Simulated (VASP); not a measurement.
Given:

```xyz
2
Lattice="0.0000 3.5566 3.5566 3.5566 0.0000 3.5566 3.5566 3.5566 0.0000" Properties=species:S:1:pos:R:3 pbc="T T T"
K      0.0000     0.0000     0.0000
I      3.5566     3.5566     3.5566
```

Computed with PBE GGA, VASP's PBE PAW potentials (set 64) (plane waves; VASP). Run with 300 eV cut-off, 7×7×7 Γ-centred mesh, Fermi-Dirac smearing of 0.050 eV, potentials K_sv I.

Q: Give the electronic dielectric tensor ε∞ (DFPT, local fields included).

A: 
```
2.84  0.00  0.00
0.00  2.84  0.00
0.00  0.00  2.84
```

Q: Give the Born effective charges.

A: 
```csv
atom,Z*xx,Z*yy,Z*zz,mean
K1,1.15,1.15,1.15,1.15
I2,-1.15,-1.15,-1.15,-1.15
```

Q: And the static tensor with the ions free?

A: 
```
5.53  0.00  0.00
0.00  5.53  0.00
0.00  0.00  5.53
```

Q: Which frequencies do the optical Γ-point modes have (no LO-TO splitting)?

A: 95 (×3) cm⁻¹.

The structure comes from a computed database's KI entry; how it stands against other phases isn't given here. The cell was not relaxed at this level. The run is one of a series of settings (EDIFF = 1E-8, IBRION = 8, LEPSILON = .TRUE., NSW = 1 against the base run), some of them coarse on purpose.
